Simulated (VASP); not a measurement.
The input files of a VASP run:

File KPOINTS:
```
K-points
0
G
 7 7 7
0 0 0
```

### POSCAR
```
AgW2
4.906530
 -0.3537642692   0.3537642692   0.8658530570
  0.3537642692  -0.3537642692   0.8658530570
  0.3537642692   0.3537642692  -0.8658530570
Ag W
1 2
Cartesian
  0.0000000000   0.0000000000   0.0000000000
 -0.0000000000   0.0000000000   0.5806410601
 -0.0000000000   0.0000000000   1.1510650540
```

### INCAR
```
SYSTEM=AgW2
PREC=Accurate; ENCUT=300; LREAL=.FALSE.
LASPH=.TRUE.
EDIFF=1E-6; NELM=100; ALGO=Normal
LMAXMIX=6
ISMEAR=-1; SIGMA=0.1
GGA=PE
ISIF=2
LWAVE=.FALSE.; LCHARG=.FALSE.
```

POTCAR, in this order: Ag W_sv (PBE.64 set). Program: vasp_std.

Translate this PBE calculation to Quantum ESPRESSO's pw.x.

One equivalent input (not run):
```
&CONTROL
  calculation = 'scf'
  pseudo_dir = './pseudo'
  outdir = './out'
  tprnfor = .true.
  tstress = .true.
/
&SYSTEM
  ibrav = 0
  nat = 3
  ntyp = 2
  ecutwfc = 82
  occupations = 'smearing'
  smearing = 'fermi-dirac'
  degauss = 0.00735
  input_dft = 'pbe'
/
&ELECTRONS
  conv_thr = 7.3e-08
  electron_maxstep = 100
/
ATOMIC_SPECIES
  Ag 107.868 Ag.upf
  W 183.840 W.upf
CELL_PARAMETERS angstrom
    -1.7357550    1.7357550    4.2483340
     1.7357550   -1.7357550    4.2483340
     1.7357550    1.7357550   -4.2483340
ATOMIC_POSITIONS crystal
  Ag   0.0000000  0.0000000  0.0000000
  W    0.3353000  0.3353000  0.0000000
  W    0.6647000  0.6647000  0.0000000
K_POINTS automatic
  7 7 7 0 0 0
```
What does not carry over: the potentials are each code's own (VASP's PAW set, PseudoDojo norm-conserving files in pw.x), so ENCUT and ecutwfc are chosen apart and not converted; conv_thr bounds pw.x's estimated SCF error, while EDIFF bounds the energy change between steps.

The structure was generated: AgW2 was put into an ordered model structure, which need not be its known phase. The cell was not relaxed at this level. The k-mesh is coarse (spacing up to 0.37 per Å, 2π included), so the numbers may not be converged in it.
